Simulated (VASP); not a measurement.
Computed with r2SCAN meta-GGA, VASP's PBE PAW potentials (set 64) (plane waves; VASP).

A VASP calculation is set up with these files.

### INCAR
```
SYSTEM = TiGe
PREC = Accurate
ENCUT = 400
EDIFF = 1E-6
NELM = 100
ALGO = Normal
LREAL = .FALSE.
LASPH = .TRUE.
ISMEAR = 1
SIGMA = 0.1
METAGGA = R2SCAN
LMIXTAU = .TRUE.
LMAXMIX = 4
LWAVE = .FALSE.
LCHARG = .FALSE.
IBRION = 2
ISIF = 3
NSW = 60
EDIFFG = -0.01
```

File KPOINTS:
```
Automatic mesh
0
Gamma
10 10 12
0 0 0
```

File POSCAR:
```
TiGe
1
    3.8130482786    -0.0000000000    -0.0000000000
   -1.9065241394     3.3021960451     0.0000000000
   -0.0000000000    -0.0000000000     2.8193078898
Ti Ge
1 1
Direct
  0.0000000000   0.0000000000   0.0000000000
  0.6666670000   0.3333330000   0.5000000000
```

POTCAR, in this order: Ti_sv Ge_d (PBE.64 set). Program: vasp_std.

What VASP printed:

File OUTCAR:
```
 ion  position               nearest neighbor table
   1  0.000  0.000  0.000-   2 2.61   2 2.61   2 2.61   2 2.61   2 2.61   2 2.61
   2  0.667  0.333  0.500-   1 2.61   1 2.61   1 2.61   1 2.61   1 2.61   1 2.61
  LATTYP: Found a hexagonal cell.
 ALAT       =     3.8130482786
 C/A-ratio  =     0.7393842626
 Subroutine PRICEL returns:
 Original cell was already a primitive cell.
 Subroutine GETGRP returns: Found 12 space group operations
The static configuration has the point symmetry D_3h.
The dynamic configuration has the point symmetry D_3h.
 Subroutine INISYM returns: Found 12 space group operations
 Subroutine IBZKPT returns following result:
 Found     98 irreducible k-points:

 Following reciprocal coordinates:
            Coordinates               Weight
  0.000000  0.000000  0.000000      1.000000
  0.100000  0.000000  0.000000      6.000000
  0.200000  0.000000  0.000000      6.000000
  0.300000  0.000000  0.000000      6.000000
  0.400000  0.000000  0.000000      6.000000
  0.500000  0.000000  0.000000      3.000000
  0.100000  0.100000  0.000000      6.000000
  0.200000  0.100000  0.000000     12.000000
  0.300000  0.100000  0.000000     12.000000
  0.400000  0.100000  0.000000     12.000000
  0.200000  0.200000  0.000000      6.000000
  0.300000  0.200000  0.000000     12.000000
  0.400000  0.200000  0.000000      6.000000
  0.300000  0.300000  0.000000      6.000000
  0.000000  0.000000  0.083333      2.000000
  0.100000  0.000000  0.083333     12.000000
  0.200000  0.000000  0.083333     12.000000
  0.300000  0.000000  0.083333     12.000000
  0.400000  0.000000  0.083333     12.000000
  0.500000  0.000000  0.083333      6.000000
  0.100000  0.100000  0.083333     12.000000
  0.200000  0.100000  0.083333     24.000000
  0.300000  0.100000  0.083333     24.000000
...
```

### OSZICAR
```
       N       E                     dE             d eps       ncg     rms          rms(c)
DAV:   1     0.161550970694E+03    0.16155E+03   -0.12515E+04  3416   0.320E+03
DAV:   2    -0.140806880757E+02   -0.17563E+03   -0.17404E+03  3356   0.500E+02
DAV:   3    -0.329213496832E+02   -0.18841E+02   -0.18630E+02  4321   0.146E+02
DAV:   4    -0.337780322134E+02   -0.85668E+00   -0.85417E+00  4838   0.278E+01
DAV:   5    -0.337958450839E+02   -0.17813E-01   -0.17807E-01  4513   0.319E+00    0.119E+01
DAV:   6    -0.275989610276E+02    0.61969E+01   -0.20100E+01  4201   0.461E+01    0.301E+00
DAV:   7    -0.274046849560E+02    0.19428E+00   -0.24692E+00  3921   0.150E+01    0.194E+00
DAV:   8    -0.273665176154E+02    0.38167E-01   -0.90829E-01  4843   0.608E+00    0.130E+00
DAV:   9    -0.274116440296E+02   -0.45126E-01   -0.54580E-02  4358   0.190E+00    0.820E-01
DAV:  10    -0.274171028209E+02   -0.54588E-02   -0.19457E-01  3544   0.349E+00    0.216E-01
DAV:  11    -0.274620940363E+02   -0.44991E-01   -0.45724E-02  3361   0.154E+00    0.847E-02
DAV:  12    -0.274624616118E+02   -0.36758E-03   -0.14257E-03  4499   0.279E-01    0.559E-02
DAV:  13    -0.274609349095E+02    0.15267E-02   -0.40820E-03  3444   0.578E-01    0.675E-02
DAV:  14    -0.274627182177E+02   -0.17833E-02   -0.12112E-03  3361   0.332E-01    0.184E-02
DAV:  15    -0.274627470635E+02   -0.28846E-04   -0.82139E-05  4108   0.722E-02    0.215E-02
DAV:  16    -0.274627516364E+02   -0.45729E-05   -0.22123E-06  3292   0.121E-02    0.205E-02
DAV:  17    -0.274627598619E+02   -0.82255E-05   -0.43972E-06  3059   0.188E-02    0.148E-02
DAV:  18    -0.274627660556E+02   -0.61937E-05   -0.11104E-05  3365   0.366E-02    0.310E-03
DAV:  19    -0.274627687379E+02   -0.26823E-05   -0.79726E-07  1818   0.997E-03    0.270E-03
DAV:  20    -0.274627667604E+02    0.19775E-05   -0.28845E-07  1741   0.605E-03    0.170E-03
DAV:  21    -0.274627676863E+02   -0.92587E-06   -0.22059E-07  1723   0.456E-03
   1 F= -.27462768E+02 E0= -.27463110E+02  d E =-.274628E+02
       N       E                     dE             d eps       ncg     rms          rms(c)
DAV:   1    -0.305900925152E+02   -0.31273E+01   -0.60282E+01  4526   0.143E+02    0.135E+01
DAV:   2    -0.283718849295E+02    0.22182E+01   -0.22412E+01  4056   0.477E+01    0.484E+00
DAV:   3    -0.276176501349E+02    0.75423E+00   -0.30529E+00  4453   0.172E+01    0.250E+00
DAV:   4    -0.274736709358E+02    0.14398E+00   -0.60290E-01  4991   0.790E+00    0.863E-01
DAV:   5    -0.274685544830E+02    0.51165E-02   -0.14400E-01  4643   0.406E+00    0.759E-01
DAV:   6    -0.274649487932E+02    0.36057E-02   -0.44433E-02  3695   0.185E+00    0.132E-01
DAV:   7    -0.274778126776E+02   -0.12864E-01   -0.38985E-02  4256   0.149E+00    0.182E-01
DAV:   8    -0.274775853323E+02    0.22735E-03   -0.26050E-03  4408   0.554E-01    0.105E-01
DAV:   9    -0.274787040036E+02   -0.11187E-02   -0.14400E-03  3659   0.279E-01    0.289E-02
DAV:  10    -0.274788750821E+02   -0.17108E-03   -0.25586E-04  4749   0.145E-01    0.120E-02
DAV:  11    -0.274788695838E+02    0.54982E-05   -0.57511E-05  3871   0.616E-02    0.941E-03
DAV:  12    -0.274788788543E+02   -0.92705E-05   -0.23734E-05  3782   0.496E-02    0.187E-03
DAV:  13    -0.274788852044E+02   -0.63501E-05   -0.66318E-06  3498   0.234E-02    0.207E-03
DAV:  14    -0.274788844168E+02    0.78759E-06   -0.38471E-07  1835   0.554E-03
   2 F= -.27478884E+02 E0= -.27479344E+02  d E =-.161167E-01
       N       E                     dE             d eps       ncg     rms          rms(c)
DAV:   1    -0.280599802189E+02   -0.58110E+00   -0.10430E+01  4676   0.520E+01    0.552E+00
DAV:   2    -0.275909326609E+02    0.46905E+00   -0.23134E+00  4049   0.185E+01    0.190E+00
DAV:   3    -0.275182132257E+02    0.72719E-01   -0.26246E-01  4987   0.581E+00    0.985E-01
DAV:   4    -0.274981294876E+02    0.20084E-01   -0.66833E-02  4812   0.268E+00    0.469E-01
DAV:   5    -0.274984533263E+02   -0.32384E-03   -0.12493E-02  4699   0.134E+00    0.198E-01
DAV:   6    -0.274982731269E+02    0.18020E-03   -0.33050E-03  3885   0.583E-01    0.848E-02
DAV:   7    -0.274993735523E+02   -0.11004E-02   -0.34532E-03  4342   0.510E-01    0.618E-02
DAV:   8    -0.274993499267E+02    0.23626E-04   -0.19361E-04  4096   0.133E-01    0.449E-02
DAV:   9    -0.274993757142E+02   -0.25788E-04   -0.33841E-05  3943   0.441E-02    0.205E-02
DAV:  10    -0.274993762473E+02   -0.53307E-06   -0.26036E-05  4881   0.450E-02    0.346E-03
DAV:  11    -0.274993806523E+02   -0.44050E-05   -0.10203E-05  3535   0.191E-02    0.699E-03
DAV:  12    -0.274993804895E+02    0.16280E-06   -0.46578E-07  1761   0.688E-03
   3 F= -.27499380E+02 E0= -.27499771E+02  d E =-.366128E-01
       N       E                     dE             d eps       ncg     rms          rms(c)
DAV:   1    -0.275585984592E+02   -0.59218E-01   -0.16426E+00  3656   0.182E+01    0.155E+00
DAV:   2    -0.275224419452E+02    0.36157E-01   -0.99823E-02  3441   0.306E+00    0.858E-01
DAV:   3    -0.275087572784E+02    0.13685E-01   -0.25910E-02  4362   0.149E+00    0.183E-01
DAV:   4    -0.275077908292E+02    0.96645E-03   -0.47507E-03  4038   0.602E-01    0.610E-02
DAV:   5    -0.275078831435E+02   -0.92314E-04   -0.92891E-04  3404   0.295E-01    0.319E-02
DAV:   6    -0.275077907060E+02    0.92437E-04   -0.25018E-04  3371   0.155E-01    0.147E-02
DAV:   7    -0.275078137113E+02   -0.23005E-04   -0.69109E-05  3590   0.851E-02    0.754E-03
DAV:   8    -0.275077857046E+02    0.28007E-04   -0.33006E-05  3349   0.626E-02    0.261E-03
DAV:   9    -0.275077892223E+02   -0.35177E-05   -0.75203E-06  3667   0.258E-02    0.900E-04
DAV:  10    -0.275077877986E+02    0.14237E-05   -0.78199E-07  2409   0.969E-03    0.548E-04
DAV:  11    -0.275077889554E+02   -0.11567E-05   -0.26821E-07  1684   0.555E-03    0.430E-04
DAV:  12    -0.275077886567E+02    0.29869E-06   -0.53436E-08  1675   0.235E-03
   4 F= -.27507789E+02 E0= -.27508181E+02  d E =-.840817E-02
       N       E                     dE             d eps       ncg     rms          rms(c)
DAV:   1    -0.275304879697E+02   -0.22699E-01   -0.67011E-01  3630   0.116E+01    0.990E-01
DAV:   2    -0.275157535314E+02    0.14734E-01   -0.40475E-02  3450   0.191E+00    0.544E-01
DAV:   3    -0.275101525787E+02    0.56010E-02   -0.10793E-02  4312   0.947E-01    0.109E-01
DAV:   4    -0.275097750227E+02    0.37756E-03   -0.19117E-03  4026   0.386E-01    0.383E-02
DAV:   5    -0.275098226090E+02   -0.47586E-04   -0.40625E-04  3390   0.192E-01    0.202E-02
DAV:   6    -0.275097730780E+02    0.49531E-04   -0.10541E-04  3372   0.100E-01    0.935E-03
DAV:   7    -0.275097844446E+02   -0.11367E-04   -0.24516E-05  3764   0.493E-02    0.443E-03
DAV:   8    -0.275097720984E+02    0.12346E-04   -0.12571E-05  3371   0.385E-02    0.163E-03
DAV:   9    -0.275097743464E+02   -0.22479E-05   -0.29175E-06  2701   0.165E-02    0.578E-04
DAV:  10    -0.275097735675E+02    0.77889E-06   -0.26590E-07  1702   0.574E-03
   5 F= -.27509774E+02 E0= -.27510079E+02  d E =-.103931E-01
       N       E                     dE             d eps       ncg     rms          rms(c)
DAV:   1    -0.275102818651E+02   -0.50752E-03   -0.15208E-02  3606   0.174E+00    0.150E-01
DAV:   2    -0.275099418661E+02    0.34000E-03   -0.91340E-04  3461   0.282E-01    0.819E-02
DAV:   3    -0.275098167452E+02    0.12512E-03   -0.24859E-04  4300   0.143E-01    0.160E-02
DAV:   4    -0.275098051700E+02    0.11575E-04   -0.43775E-05  3961   0.593E-02    0.573E-03
DAV:   5    -0.275098090435E+02   -0.38735E-05   -0.10145E-05  3388   0.302E-02    0.306E-03
DAV:   6    -0.275098059748E+02    0.30687E-05   -0.23820E-06  2576   0.153E-02    0.148E-03
DAV:   7    -0.275098071734E+02   -0.11987E-05   -0.48250E-07  1882   0.740E-03    0.605E-04
DAV:   8    -0.275098058850E+02    0.12885E-05   -0.31258E-07  1676   0.629E-03    0.289E-04
DAV:   9    -0.275098063546E+02   -0.46961E-06   -0.79222E-08  1666   0.284E-03
   6 F= -.27509806E+02 E0= -.27510104E+02  d E =-.104259E-01
```

File OUTCAR:
```
------------------------ aborting loop because EDIFF is reached ----------------------------------------
  FORCE on cell =-STRESS in cart. coord.  units (eV):
  Direction    XX          YY          ZZ          XY          YZ          ZX
  --------------------------------------------------------------------------------------
  Total       -0.0191369     -0.0191369     -0.0182239      0.0000000     -0.0000000      0.0000000
  in kB       -0.8156118     -0.8156115     -0.7766990      0.0000000     -0.0000000      0.0000000
  external PRESSURE =      -0.8026408 kB  Pullay stress =       0.0000000 kB
  volume of cell :       37.59
      direct lattice vectors                 reciprocal lattice vectors
     3.941465798 -0.000000000  0.000000000     0.253712718  0.146481136  0.000000000
    -1.970732899  3.413408814 -0.000000000     0.000000000  0.292962272  0.000000000
     0.000000000 -0.000000000  2.794172316    -0.000000000  0.000000000  0.357887735
 POSITION                                       TOTAL-FORCE (eV/Angst)
 -----------------------------------------------------------------------------------
      0.00000      0.00000      0.00000         0.000000     -0.000000      0.000000
      1.97073      1.13780      1.39709        -0.000000      0.000000     -0.000000
 -----------------------------------------------------------------------------------
    total drift:                               -0.001029      0.000584      0.000000
  FREE ENERGIE OF THE ION-ELECTRON SYSTEM (eV)
  ---------------------------------------------------
  free  energy   TOTEN  =       -27.5098063546 eV

  energy  without entropy=      -27.5107004695  energy(sigma->0) =      -27.51010439

 reached required accuracy - stopping structural energy minimisation
```
(Selected blocks of OUTCAR.)

CONTCAR:
```
TiGe
   1.00000000000000
     3.9414657975851775   -0.0000000000039539    0.0000000000000000
    -1.9707328988993804    3.4134088144697188   -0.0000000000000000
     0.0000000000000000   -0.0000000000000000    2.7941723159704943
  Ti              Ge
     1     1
Direct
     0.0000000000000000    0.0000000000000000    0.0000000000000000
     0.6666669999999968    0.3333330000000032    0.5000000000000000
```

File OUTCAR:
```
 val. band max:        6.8914946020   @ k =   0.3000   0.3000   0.0833

 cond. band min:       7.1050838536   @ k =   0.3000   0.3000   0.1667


 Fermi energy:         7.0913467460

 k-point     1 :       0.0000    0.0000    0.0000
  band No.  band energies     occupation
      1     -52.6783      2.00000
      2     -28.0364      2.00000
      3     -28.0363      2.00000
      4     -27.3395      2.00000
      5     -17.7640      2.00000
      6     -17.6165      2.00000
      7     -17.6165      2.00000
      8     -17.5576      2.00000
      9     -17.5576      2.00000
     10      -4.5072      2.00000
     11       4.7053      2.00000
     12       4.7054      2.00000
     13       5.7121      2.00000
     14       9.1944      0.00000
     15       9.1945      0.00000
     16      11.0920      0.00000
     17      11.0921      0.00000

 k-point     2 :       0.1000    0.0000    0.0000
  band No.  band energies     occupation
      1     -52.6780      2.00000
      2     -28.0392      2.00000
      3     -28.0369      2.00000
      4     -27.3394      2.00000
      5     -17.7634      2.00000
      6     -17.6164      2.00000
      7     -17.6161      2.00000
      8     -17.5582      2.00000
      9     -17.5572      2.00000
     10      -4.4062      2.00000
     11       4.3676      2.00000
     12       4.7707      2.00000
     13       5.7932      2.00000
     14       9.1263      0.00000
     15       9.1890      0.00000
     16      10.4487      0.00000
     17      10.7115      0.00000

 k-point     3 :       0.2000    0.0000    0.0000
  band No.  band energies     occupation
      1     -52.6775      2.00000
      2     -28.0468      2.00000
      3     -28.0385      2.00000
      4     -27.3392      2.00000
      5     -17.7624      2.00000
      6     -17.6166      2.00000
      7     -17.6157      2.00000
      8     -17.5600      2.00000
      9     -17.5562      2.00000
     10      -4.1224      2.00000
     11       3.6400      2.00000
...
```

Energy and stress use the plane-wave basis of the starting cell.

The structure was generated: TiGe was put into the WC type (P-6m2), which need not be its known phase. This run relaxes it. Symmetry was kept, so distortions that lower it aren't found. The start is the result of an earlier pass.
